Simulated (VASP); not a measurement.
Here is the system:

```xyz
5
Lattice="3.9157 0.0000 0.0000 0.0000 3.9157 0.0000 0.0000 0.0000 3.9227" Properties=species:S:1:pos:R:3 pbc="T T T"
Ba     0.0000     0.0000     3.9053
Ti     1.9579     1.9579     1.9711
O      1.9579     1.9579     3.8729
O      0.0000     1.9579     1.9194
O      1.9579     0.0000     1.9194
```

Computed with PBEsol GGA, VASP's PBE PAW potentials (set 64) (plane waves; VASP). Run with 620 eV cut-off, 6×6×6 Γ-centred mesh, Gaussian smearing of 0.050 eV, potentials Ba_sv Ti_sv O.

Energy and stress use the plane-wave basis of the starting cell.

Q: The ions, cell shape and volume at an external pressure of 20.0 GPa are relaxed. What does this cell relax into?

A: 
```xyz
5
Lattice="3.8641 0.0000 0.0000 0.0000 3.8641 0.0000 0.0000 0.0000 3.8638" Properties=species:S:1:pos:R:3 pbc="T T T"
Ba     0.0000     0.0000     3.8359
Ti     1.9321     1.9321     1.9061
O      1.9321     1.9321     3.8347
O      0.0000     1.9321     1.9038
O      1.9321     0.0000     1.9038
```
Space group Pm-3m (221), at a tolerance of 0.03 Å.

Q: How do energy and volume change from the first to the last step?

A: The energy (σ→0) changes by +45.1 meV/atom and the volume by -4.1 %, in 12 ionic steps.

```
step  E(σ→0) (eV)  max force (eV/Å)  pressure (GPa)  volume (Å³)
----  -----------  ----------------  --------------  -----------
1        -41.8920             0.020           10.10        60.15
2        -40.9534             0.451           40.94        53.90
3        -41.6747             0.167           19.79        57.79
4        -41.6689             0.170           20.00        57.74
5        -41.6669             0.089           20.01        57.71
6        -41.6642             0.065           20.05        57.69
7        -41.6674             0.052           19.94        57.71
8        -41.6720             0.031           19.77        57.74
9        -41.6568             0.015           20.32        57.62
10       -41.6577             0.017           20.31        57.62
11       -41.6717             0.021           19.80        57.74
12       -41.6664             0.014           19.93        57.69
```

The compound is BaTiO3 in the tetragonal perovskite structure. This run relaxes it under an external pressure of 20 GPa. Symmetry was kept, so distortions that lower it aren't found.
